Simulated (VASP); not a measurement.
Method: optB88-vdW, VASP's PBE PAW potentials (set 64) (plane waves; VASP).

Input for VASP

File KPOINTS:
```
Automatic mesh
0
Gamma
15 15 8
0 0 0
```

**INCAR**
```
ALGO=Normal   # blocked Davidson
ENCUT=520
AGGAC=0.0
IBRION=2   # conjugate gradients
LCHARG=.FALSE.
ISMEAR=1   # Methfessel-Paxton
NELM=100
LMAXMIX=4
LUSE_VDW=.TRUE.
EDIFFG=-0.01   # ionic stop
NSW=60   # most ionic steps
LASPH=.TRUE.   # aspherical one-centre terms
EDIFF=1E-6   # SCF stop (eV)
PREC=Accurate
LREAL=.FALSE.   # projection in real space or not
ISPIN=2   # spin-polarised
ISIF=3   # ions, shape and volume
PARAM1=0.1833333333
GGA=BO
MAGMOM=2*1.6
SYSTEM=Co
LORBIT=10
PARAM2=0.22
SIGMA=0.1
LWAVE=.FALSE.
```

### POSCAR
```
Co
1
    1.2428526899    -2.1526842348     0.0000000000
    1.2428526899     2.1526842348    -0.0000000000
   -0.0000000000     0.0000000000     4.0049099210
Co
2
Direct
  0.3333330000   0.6666670000   0.2500000000
  0.6666670000   0.3333330000   0.7500000000
```

POTCAR, in this order: Co (PBE.64 set). Program: vasp_std.

The resulting files:

OUTCAR:
```
 ion  position               nearest neighbor table
   1  0.333  0.667  0.250-   2 2.46   2 2.46   2 2.46   2 2.46   2 2.46   2 2.46
   2  0.667  0.333  0.750-   1 2.46   1 2.46   1 2.46   1 2.46   1 2.46   1 2.46
  LATTYP: Found a hexagonal cell.
 ALAT       =     2.4857055786
 C/A-ratio  =     1.6111763016
 Subroutine PRICEL returns:
 Original cell was already a primitive cell.
 Subroutine GETGRP returns: Found 24 space group operations
The static configuration has the point symmetry D_3d.
 The point group associated with its full space group is D_6h.
The dynamic configuration has the point symmetry D_3d.
The overall configuration has the point symmetry D_3d.
 Subroutine INISYM returns: Found 24 space group operations
 Subroutine IBZKPT returns following result:
 Found    135 irreducible k-points:

 Following reciprocal coordinates:
            Coordinates               Weight
  0.000000  0.000000  0.000000      1.000000
  0.066667 -0.000000  0.000000      6.000000
  0.133333  0.000000  0.000000      6.000000
  0.200000  0.000000  0.000000      6.000000
  0.266667  0.000000  0.000000      6.000000
  0.333333  0.000000  0.000000      6.000000
  0.400000  0.000000  0.000000      6.000000
  0.466667  0.000000  0.000000      6.000000
  0.066667  0.066667  0.000000      6.000000
  0.133333  0.066667  0.000000     12.000000
  0.200000  0.066667  0.000000     12.000000
  0.266667  0.066667  0.000000     12.000000
  0.333333  0.066667  0.000000     12.000000
  0.400000  0.066667  0.000000     12.000000
  0.466667  0.066667  0.000000      6.000000
  0.133333  0.133333  0.000000      6.000000
  0.200000  0.133333  0.000000     12.000000
  0.266667  0.133333  0.000000     12.000000
  0.333333  0.133333  0.000000     12.000000
  0.400000  0.133333  0.000000     12.000000
  0.200000  0.200000  0.000000      6.000000
  0.266667  0.200000  0.000000     12.000000
  0.333333  0.200000  0.000000     12.000000
  0.400000  0.200000  0.000000      6.000000
  0.266667  0.266667  0.000000      6.000000
  0.333333  0.266667  0.000000     12.000000
  0.333333  0.333333  0.000000      2.000000
  0.000000  0.000000  0.125000      2.000000
  0.066667 -0.000000  0.125000     12.000000
  0.133333  0.000000  0.125000     12.000000
  0.200000  0.000000  0.125000     12.000000
  0.266667  0.000000  0.125000     12.000000
  0.333333  0.000000  0.125000     12.000000
  0.400000  0.000000  0.125000     12.000000
  0.466667  0.000000  0.125000     12.000000
  0.066667  0.066667  0.125000     12.000000
  0.133333  0.066667  0.125000     24.000000
  0.200000  0.066667  0.125000     24.000000
  0.266667  0.066667  0.125000     24.000000
  0.333333  0.066667  0.125000     24.000000
   k-points           NKPTS =    135   k-points in BZ     NKDIM =    135   number of bands    NBANDS=     15
   number of dos      NEDOS =    301   number of ions     NIONS =      2
   total plane-waves  NPLWV =   9720
   dimension x,y,z NGX =    18 NGY =   18 NGZ =   30
   dimension x,y,z NGXF=    36 NGYF=   36 NGZF=   60
   ions per type =               2
   PREC   = accura    normal or accurate (medium, high low for compatibility)
   ISTART =      0    job   : 0-new  1-cont  2-samecut
   ICHARG =      2    charge: 1-file 2-atom 10-const
   ISPIN  =      2    spin polarized calculation?
   LNONCOLLINEAR =      F non collinear calculations
   LSORBIT =      F    spin-orbit coupling
   INIWAV =      1    electr: 0-lowe 1-rand  2-diag
   ENCUT  =  520.0 eV  38.22 Ry    6.18 a.u.   4.62  4.62  7.45*2*pi/ulx,y,z
   NELM   =    100;   NELMIN=  2; NELMDL= -5     # of ELM steps
   EDIFF  = 0.1E-05   stopping-criterion for ELM
...
```

### OSZICAR
```
       N       E                     dE             d eps       ncg     rms          rms(c)
DAV:   1     0.861173238169E+02    0.86117E+02   -0.83847E+03  8220   0.160E+03
DAV:   2    -0.835660720168E+01   -0.94474E+02   -0.87467E+02  8107   0.257E+02
DAV:   3    -0.105589010724E+02   -0.22023E+01   -0.21420E+01  9626   0.553E+01
DAV:   4    -0.105935250200E+02   -0.34624E-01   -0.34612E-01 11870   0.530E+00
DAV:   5    -0.105938076254E+02   -0.28261E-03   -0.28260E-03  9848   0.462E-01    0.140E+01
DAV:   6    -0.916657317441E+01    0.14272E+01   -0.11815E+01  8688   0.698E+01    0.682E+00
DAV:   7    -0.879906592574E+01    0.36751E+00   -0.17028E+00  9080   0.258E+01    0.363E+00
DAV:   8    -0.878297451874E+01    0.16091E-01   -0.17841E-02 11188   0.154E+00    0.187E+00
DAV:   9    -0.876907593312E+01    0.13899E-01   -0.39719E-03 12242   0.108E+00    0.602E-01
DAV:  10    -0.876956285906E+01   -0.48693E-03   -0.12526E-03 10538   0.522E-01    0.141E-01
DAV:  11    -0.876954094399E+01    0.21915E-04   -0.61689E-05 12100   0.110E-01    0.285E-02
DAV:  12    -0.876953855792E+01    0.23861E-05   -0.63486E-06  9145   0.294E-02    0.154E-02
DAV:  13    -0.876953935553E+01   -0.79761E-06   -0.16364E-06  7085   0.206E-02
   1 F= -.87695394E+01 E0= -.87700459E+01  d E =-.876954E+01  mag=     3.1652
       N       E                     dE             d eps       ncg     rms          rms(c)
DAV:   1    -0.876993067707E+01   -0.39212E-03   -0.47406E-03  8345   0.125E+00    0.158E-01
DAV:   2    -0.876961561874E+01    0.31506E-03   -0.18087E-03  8926   0.868E-01    0.979E-02
DAV:   3    -0.876954558867E+01    0.70030E-04   -0.20981E-04  8828   0.296E-01    0.431E-02
DAV:   4    -0.876953934322E+01    0.62454E-05   -0.23847E-06  8517   0.200E-02    0.155E-02
DAV:   5    -0.876953404962E+01    0.52936E-05   -0.94336E-07  4804   0.154E-02    0.273E-03
DAV:   6    -0.876953426094E+01   -0.21132E-06   -0.52484E-07  4372   0.939E-03
   2 F= -.87695343E+01 E0= -.87700398E+01  d E =0.509459E-05  mag=     3.1678
```

OUTCAR:
```
------------------------ aborting loop because EDIFF is reached ----------------------------------------
  FORCE on cell =-STRESS in cart. coord.  units (eV):
  Direction    XX          YY          ZZ          XY          YZ          ZX
  --------------------------------------------------------------------------------------
  Total       -0.0168499     -0.0168499     -0.0170230      0.0000000     -0.0000000      0.0000000
  in kB       -1.2580752     -1.2580755     -1.2709952      0.0000000     -0.0000000      0.0000000
  external PRESSURE =      -1.2623820 kB  Pullay stress =       0.0000000 kB
  volume of cell :       21.46
      direct lattice vectors                 reciprocal lattice vectors
     1.243296928 -2.153453679  0.000000000     0.402156547 -0.232185166  0.000000000
     1.243296928  2.153453679 -0.000000000     0.402156547  0.232185166  0.000000000
     0.000000000  0.000000000  4.007394606     0.000000000  0.000000000  0.249538690
 POSITION                                       TOTAL-FORCE (eV/Angst)
 -----------------------------------------------------------------------------------
      1.24330      0.71782      1.00185        -0.000000     -0.000000      0.000000
      1.24330     -0.71782      3.00555         0.000000      0.000000      0.000000
 -----------------------------------------------------------------------------------
    total drift:                               -0.000000      0.000002     -0.000029
  FREE ENERGIE OF THE ION-ELECTRON SYSTEM (eV)
  ---------------------------------------------------
  free  energy   TOTEN  =        -8.7695342609 eV

  energy  without entropy=       -8.7710508892  energy(sigma->0) =       -8.77003980

 total charge

# of ion       s       p       d       tot
------------------------------------------
    1        0.489   0.517   7.305   8.311
    2        0.489   0.517   7.305   8.311
--------------------------------------------------
tot          0.979   1.034  14.609  16.622

 magnetization (x)

# of ion       s       p       d       tot
------------------------------------------
    1       -0.014  -0.047   1.656   1.595
    2       -0.014  -0.047   1.656   1.595
--------------------------------------------------
tot         -0.029  -0.093   3.312   3.190

 reached required accuracy - stopping structural energy minimisation
```
(Selected blocks of OUTCAR.)

CONTCAR:
```
Co
   1.00000000000000
     1.2432969283223250   -2.1534536785643095    0.0000000000000000
     1.2432969283223250    2.1534536785643095   -0.0000000000000000
     0.0000000000000000    0.0000000000000000    4.0073946056086012
  Co
     2
Direct
     0.3333330000000032    0.6666669999999968    0.2500000000000000
     0.6666669999999968    0.3333330000000032    0.7500000000000000
```

The compound is Co in the hcp structure. This run relaxes it. Symmetry was kept, so distortions that lower it aren't found. The start is the result of an earlier pass.
